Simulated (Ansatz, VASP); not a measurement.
## Cross-check of SiC between VASP and Ansatz

Wanted: the spread between two codes on one cell, functional and k mesh. The cell is taken from a series of runs on this material, whose earlier steps may have relaxed, scaled, displaced or heated it; both programs get it as it stands.

Method: plane waves, with VASP 6.6.1 beside it; zone-centre phonons at PBE, in Ansatz 0.2.0.

## 1. Set-up

Symmetry: P6_3mc, No. 186, hexagonal system. The conventional cell has a = 3.094 Å, b = 3.094 Å, c = 10.129 Å, α = 90.00°, β = 90.00°, γ = 120.00°. Nearest to C lie 4 Si at 1.89 to 1.90 Å. C has 4 Si at 1.90 Å nearest. Nearest to Si lie 4 C at 1.90 Å. Nearest to Si lie 4 C at 1.89 to 1.90 Å. Farther neighbours are not listed.

## 2. VASP: zone-centre phonons, PBE

Second derivatives magnify differences that forces hide, and they need a tight electronic threshold.

Lines of VASP's logs that name or quote its potential files are left out, and so is its time.

Input file INCAR:

```
SYSTEM = SiC
PREC = Accurate
ENCUT = 600
EDIFF = 1E-08
NELM = 120
ISMEAR = 0
SIGMA = 0.01
LREAL = .FALSE.
ALGO = Normal
GGA = PE
NBANDS = 24
LORBIT = 11
LWAVE = .FALSE.
LCHARG = .FALSE.
ISIF = 2
IBRION = 8
LEPSILON = .TRUE.
LASPH = .TRUE.
GGA_COMPAT = .FALSE.
EFERMI = MIDGAP
KPAR = 2
```

Input file POSCAR:

```
SiC
1.0
    3.0941165108      0.0000000000      0.0000000000
   -1.5470582554      2.6795835007      0.0000000000
    0.0000000000      0.0000000000     10.1291866152
C Si
4 4
Direct
    0.6666666666      0.3333333332      0.7498065741
    0.3333333332      0.6666666666      0.2498065741
    0.9999999999      0.9999999999      0.5004463527
    0.9999999999      0.9999999999      0.0004463527
    0.6666666666      0.3333333332      0.9378452162
    0.3333333332      0.6666666666      0.4378452162
    0.9999999999      0.9999999999      0.6879008569
    0.9999999999      0.9999999999      0.1879008569
```

Input file KPOINTS:

```
Automatic mesh
0
Gamma
9 9 4
0 0 0
```

Potentials, in the order of the species: C and Si (PBE family, release 64).

Run with:

```
$ mpirun -np 2 vasp_std
```

Numbers of over 12 decimals in the logs are rounded to 6 here.

The log of the run:

```text
[banner, memory and clock lines left out]
running    2 mpi-ranks, on    1 nodes
 distrk:  each k-point on    1 cores,    2 groups
 distr:  one band on    1 cores,    1 groups

 POSCAR found type information on POSCAR C Si
 POSCAR found :  2 types and       8 ions
 LDA part: xc-table for (Slater+PW92), standard interpolation
 POSCAR, INCAR and KPOINTS ok, starting setup
 FFT: planning ... GRIDC
 FFT: planning ... GRID_SOFT
 FFT: planning ... GRID
 WAVECAR not read
 entering main loop
       N       E                     dE             d eps       ncg     rms          rms(c)
DAV:   1     0.877657633648E+02    0.87766E+02   -0.15983E+04  1728   0.136E+03
DAV:   2    -0.598678853420E+02   -0.14763E+03   -0.13721E+03  2392   0.209E+02
DAV:   3    -0.674034855173E+02   -0.75356E+01   -0.74830E+01  2304   0.456E+01
DAV:   4    -0.675079932486E+02   -0.10451E+00   -0.10440E+00  2248   0.627E+00
DAV:   5    -0.675101339066E+02   -0.21407E-02   -0.21403E-02  2272   0.848E-01    0.173E+01
DAV:   6    -0.604388296141E+02    0.70713E+01   -0.21151E+01  2232   0.207E+01    0.772E+00
DAV:   7    -0.602859009503E+02    0.15293E+00   -0.19777E+00  2400   0.653E+00    0.334E+00
DAV:   8    -0.602556892068E+02    0.30212E-01   -0.11214E-01  2088   0.170E+00    0.979E-01
DAV:   9    -0.602531325565E+02    0.25567E-02   -0.17030E-02  2264   0.734E-01    0.164E-01
DAV:  10    -0.602536295661E+02   -0.49701E-03   -0.14150E-03  2248   0.197E-01    0.789E-02
DAV:  11    -0.602537141409E+02   -0.84575E-04   -0.21078E-04  2240   0.945E-02    0.162E-02
DAV:  12    -0.602537164100E+02   -0.22691E-05   -0.85627E-06  2216   0.168E-02    0.594E-03
DAV:  13    -0.602537173773E+02   -0.96737E-06   -0.60426E-07  2288   0.453E-03    0.179E-03
DAV:  14    -0.602537175857E+02   -0.20835E-06   -0.35383E-08  2128   0.113E-03    0.115E-03
DAV:  15    -0.602537176060E+02   -0.20271E-07   -0.14708E-08  1672   0.720E-04    0.491E-04
DAV:  16    -0.602537175982E+02    0.77671E-08   -0.62363E-09  1496   0.419E-04
   1 F= -.60253718E+02 E0= -.60253718E+02  d E =0.000000E+00
 Linear response reoptimize wavefunctions to high precision
DAV:   1    -0.602537175886E+02    0.95574E-08   -0.59275E-10  1528   0.158E-04
DAV:   2    -0.602537175886E+02    0.40473E-10   -0.57263E-11  1408   0.460E-05
 Linear response G [H, r] |phi>, progress :
  Direction:   1
       N       E                     dE             d eps       ncg     rms
RMM:   1    -0.150077018648E+03   -0.15008E+03    0.41545E+01  4470   0.756E+01
RMM:   2    -0.103175691039E+03    0.46901E+02   -0.15948E+01  2986   0.222E+01
RMM:   3    -0.103301454936E+03   -0.12576E+00   -0.44118E-01  3136   0.301E+00
RMM:   4    -0.103294478819E+03    0.69761E-02   -0.30119E-02  3297   0.538E-01
RMM:   5    -0.103293058193E+03    0.14206E-02   -0.42523E-03  3271   0.116E-01
RMM:   6    -0.103292792303E+03    0.26589E-03   -0.83941E-04  3348   0.314E-02
RMM:   7    -0.103292756461E+03    0.35842E-04   -0.41607E-04  3294   0.117E-02
RMM:   8    -0.103292748438E+03    0.80231E-05   -0.28988E-04  3408   0.713E-03
RMM:   9    -0.103292749099E+03   -0.66129E-06   -0.36813E-04  3347   0.596E-03
RMM:  10    -0.103292749398E+03   -0.29857E-06   -0.14762E-04  3008   0.559E-03
RMM:  11    -0.103292748186E+03    0.12116E-05   -0.36260E-04  2737   0.547E-03
RMM:  12    -0.103292750855E+03   -0.26693E-05   -0.39877E-04  2660   0.544E-03
 Linear response G [H, r] |phi>, progress :
  Direction:   2
       N       E                     dE             d eps       ncg     rms
RMM:   1    -0.171788654265E+03   -0.17179E+03   -0.28200E+02  4336   0.724E+01
RMM:   2    -0.130096298786E+03    0.41692E+02   -0.11919E+01  2977   0.205E+01
RMM:   3    -0.130299623749E+03   -0.20332E+00   -0.18374E-01  3092   0.263E+00
RMM:   4    -0.130306102330E+03   -0.64786E-02    0.88120E-03  3286   0.440E-01
RMM:   5    -0.130307502873E+03   -0.14005E-02    0.23052E-03  3262   0.867E-02
RMM:   6    -0.130307724185E+03   -0.22131E-03    0.44799E-04  3326   0.220E-02
RMM:   7    -0.130307765812E+03   -0.41628E-04    0.20939E-05  3289   0.858E-03
RMM:   8    -0.130307775948E+03   -0.10135E-04   -0.26371E-04  3349   0.585E-03
RMM:   9    -0.130307782342E+03   -0.63944E-05   -0.43097E-04  3270   0.528E-03
RMM:  10    -0.130307782451E+03   -0.10930E-06   -0.17376E-04  2884   0.509E-03
RMM:  11    -0.130307783251E+03   -0.79982E-06   -0.18955E-04  2637   0.504E-03
RMM:  12    -0.130307782488E+03    0.76331E-06   -0.11987E-04  2557   0.503E-03
 Linear response G [H, r] |phi>, progress :
  Direction:   3
       N       E                     dE             d eps       ncg     rms
RMM:   1    -0.176451947970E+03   -0.17645E+03   -0.20100E+02  4434   0.749E+01
RMM:   2    -0.116504659924E+03    0.59947E+02   -0.16610E+01  2938   0.222E+01
RMM:   3    -0.116623950861E+03   -0.11929E+00   -0.31559E-01  3082   0.295E+00
RMM:   4    -0.116625891146E+03   -0.19403E-02    0.63250E-03  3255   0.499E-01
RMM:   5    -0.116626922022E+03   -0.10309E-02    0.62315E-03  3246   0.101E-01
[...]
first order change of Fermi-energy   0.15297E+00
 force on displaced ion       1 direction 3 :   0.000   0.000 -25.694
 Born effective charge ion    1 direction 3 :   0.000   0.000  -2.722
 Linear response progress:
  Degree of freedom:   3/  8
       N       E                     dE             d eps       ncg     rms          rms(c)
[...]
Born effective charge ion    3 direction 3 :  -0.000  -0.000  -2.794
 Linear response progress:
  Degree of freedom:   5/  8
       N       E                     dE             d eps       ncg     rms          rms(c)
RMM:   1    -0.179231686138E-01   -0.17923E-01   -0.20024E-03 19426   0.789E-01
RMM:   2    -0.146570963423E-01    0.32661E-02   -0.11716E-03 12983   0.212E-01    0.123E-01
RMM:   3    -0.145600555295E-01    0.97041E-04    0.18304E-04 13621   0.530E-02    0.721E-02
RMM:   4    -0.145916182211E-01   -0.31563E-04    0.19700E-04 12896   0.532E-02    0.833E-03
RMM:   5    -0.145870584210E-01    0.45598E-05   -0.25396E-05 13827   0.114E-02    0.255E-03
RMM:   6    -0.145819925189E-01    0.50659E-05    0.29837E-06 14042   0.279E-03    0.997E-04
RMM:   7    -0.145808766842E-01    0.11158E-05    0.13087E-06 14435   0.549E-04    0.138E-04
RMM:   8    -0.145806590304E-01    0.21765E-06   -0.20820E-07 14481   0.174E-04    0.335E-05
RMM:   9    -0.145807469940E-01   -0.87964E-07   -0.91339E-08 14519   0.795E-05    0.805E-06
RMM:  10    -0.145807430699E-01    0.39241E-08    0.34018E-08 14983   0.445E-05    0.315E-06
 first order change of Fermi-energy  -0.41213E+00
 force on displaced ion       5 direction 1 : -19.219  -0.000   0.000
 Born effective charge ion    5 direction 1 :   2.655  -0.000  -0.000
 Linear response progress:
  Degree of freedom:   6/  8
       N       E                     dE             d eps       ncg     rms          rms(c)
RMM:   1    -0.437554801793E-01   -0.43755E-01    0.47248E-02  5720   0.121E+00
RMM:   2    -0.350817742549E-01    0.86737E-02   -0.42354E-03  3444   0.377E-01    0.146E-01
RMM:   3    -0.344525358395E-01    0.62924E-03   -0.88462E-04  3729   0.107E-01    0.853E-02
RMM:   4    -0.341723621905E-01    0.28017E-03   -0.62432E-04  3841   0.852E-02    0.271E-02
RMM:   5    -0.341554252755E-01    0.16937E-04   -0.11946E-04  3782   0.291E-02    0.668E-03
RMM:   6    -0.341619292679E-01   -0.65040E-05   -0.27983E-06  3714   0.947E-03    0.300E-03
RMM:   7    -0.341640965676E-01   -0.21673E-05    0.79979E-06  3750   0.312E-03    0.119E-03
RMM:   8    -0.341672736616E-01   -0.31771E-05    0.55614E-06  3775   0.139E-03    0.316E-04
RMM:   9    -0.341675550162E-01   -0.28135E-06    0.24819E-06  3885   0.294E-04    0.148E-04
RMM:  10    -0.341675837043E-01   -0.28688E-07    0.16362E-06  3773   0.217E-04    0.282E-05
RMM:  11    -0.341676490759E-01   -0.65372E-07    0.15760E-06  3868   0.835E-05    0.937E-06
RMM:  12    -0.341675376507E-01    0.11143E-06    0.17745E-06  3867   0.473E-05    0.455E-06
RMM:  13    -0.341675830576E-01   -0.45407E-07    0.16589E-06  3965   0.402E-05    0.165E-06
RMM:  14    -0.341675677552E-01    0.15302E-07    0.17545E-06  3831   0.353E-05    0.437E-07
RMM:  15    -0.341675660818E-01    0.16735E-08    0.18676E-06  3428   0.345E-05    0.134E-07
RMM:  16    -0.341675716111E-01   -0.55293E-08    0.17232E-06  2959   0.342E-05    0.588E-08
 first order change of Fermi-energy  -0.32436E+00
 force on displaced ion       5 direction 3 :   0.000  -0.000 -29.503
 Born effective charge ion    5 direction 3 :   0.000   0.000   2.619
 Linear response progress:
  Degree of freedom:   7/  8
       N       E                     dE             d eps       ncg     rms          rms(c)
RMM:   1    -0.180875675917E-01   -0.18088E-01   -0.22920E-03 19369   0.796E-01
RMM:   2    -0.147652752816E-01    0.33223E-02   -0.18104E-03 12963   0.215E-01    0.123E-01
RMM:   3    -0.146704948962E-01    0.94780E-04   -0.39398E-04 13616   0.535E-02    0.720E-02
RMM:   4    -0.147058069858E-01   -0.35312E-04   -0.40559E-04 12901   0.532E-02    0.828E-03
RMM:   5    -0.146389637929E-01    0.66843E-04    0.71916E-06 13879   0.114E-02    0.257E-03
RMM:   6    -0.146379819306E-01    0.98186E-06   -0.57235E-06 14083   0.279E-03    0.977E-04
RMM:   7    -0.146365362108E-01    0.14457E-05   -0.96896E-07 14465   0.538E-04    0.145E-04
RMM:   8    -0.146359933208E-01    0.54289E-06    0.54777E-07 14474   0.176E-04    0.333E-05
RMM:   9    -0.146361345521E-01   -0.14123E-06    0.25994E-07 14516   0.789E-05    0.765E-06
RMM:  10    -0.146361150947E-01    0.19457E-07    0.36291E-07 15015   0.440E-05    0.332E-06
RMM:  11    -0.146361230884E-01   -0.79938E-08    0.26337E-07 14709   0.359E-05    0.614E-07
RMM:  12    -0.146361196773E-01    0.34112E-08    0.21363E-07 13618   0.324E-05    0.245E-07
RMM:  13    -0.146361195117E-01    0.16560E-09    0.22063E-07 11236   0.317E-05    0.709E-08
 first order change of Fermi-energy   0.43255E+00
 force on displaced ion       7 direction 1 : -19.401  -0.001   0.000
 Born effective charge ion    7 direction 1 :   2.663  -0.000  -0.000
 Linear response progress:
  Degree of freedom:   8/  8
       N       E                     dE             d eps       ncg     rms          rms(c)
RMM:   1    -0.457666767880E-01   -0.45767E-01    0.28370E-02  5765   0.121E+00
RMM:   2    -0.351629268544E-01    0.10604E-01   -0.55109E-03  3464   0.383E-01    0.148E-01
RMM:   3    -0.343522983740E-01    0.81063E-03   -0.61353E-04  3743   0.110E-01    0.858E-02
RMM:   4    -0.340110622725E-01    0.34124E-03    0.10458E-04  3853   0.867E-02    0.279E-02
RMM:   5    -0.340513405063E-01   -0.40278E-04    0.48471E-05  3810   0.303E-02    0.710E-03
RMM:   6    -0.340765134301E-01   -0.25173E-04   -0.32533E-06  3708   0.996E-03    0.317E-03
RMM:   7    -0.340803472341E-01   -0.38338E-05   -0.79080E-06  3775   0.338E-03    0.127E-03
RMM:   8    -0.340841568633E-01   -0.38096E-05   -0.13650E-05  3764   0.144E-03    0.370E-04
RMM:   9    -0.340849294881E-01   -0.77262E-06   -0.20248E-05  3862   0.327E-04    0.150E-04
RMM:  10    -0.340854059922E-01   -0.47650E-06   -0.25348E-05  3791   0.224E-04    0.307E-05
RMM:  11    -0.340852397443E-01    0.16625E-06   -0.26526E-05  3875   0.933E-05    0.994E-06
RMM:  12    -0.340849634113E-01    0.27633E-06   -0.21687E-05  3896   0.512E-05    0.469E-06
RMM:  13    -0.340842150587E-01    0.74835E-06   -0.14296E-05  3943   0.452E-05    0.225E-06
RMM:  14    -0.340841313272E-01    0.83732E-07   -0.13233E-05  3925   0.398E-05    0.502E-07
RMM:  15    -0.340840797030E-01    0.51624E-07   -0.12787E-05  3565   0.387E-05    0.171E-07
RMM:  16    -0.340840902226E-01   -0.10520E-07   -0.12739E-05  2923   0.382E-05    0.714E-08
 first order change of Fermi-energy  -0.16420E+00
 force on displaced ion       7 direction 3 :   0.000  -0.000 -29.632
 Born effective charge ion    7 direction 3 :   0.000  -0.000   2.897
 Born effective charges drift removed
 Linear response finished
```

(Part 1 of 3 ends here.)

[Lines on the potential files, build, host, timing and source positions are cut from VASP's logs without a mark.]

[Logs are printed without paths, hosts, clocks, repeated set-up lines and the standing remarks that a program may print on its own settings, such as how far it seeks lower states.]

[Hosts, paths, dates, database ids (printed as entryN), source tags and the programs' standing remarks are cut or masked in the printed files.]
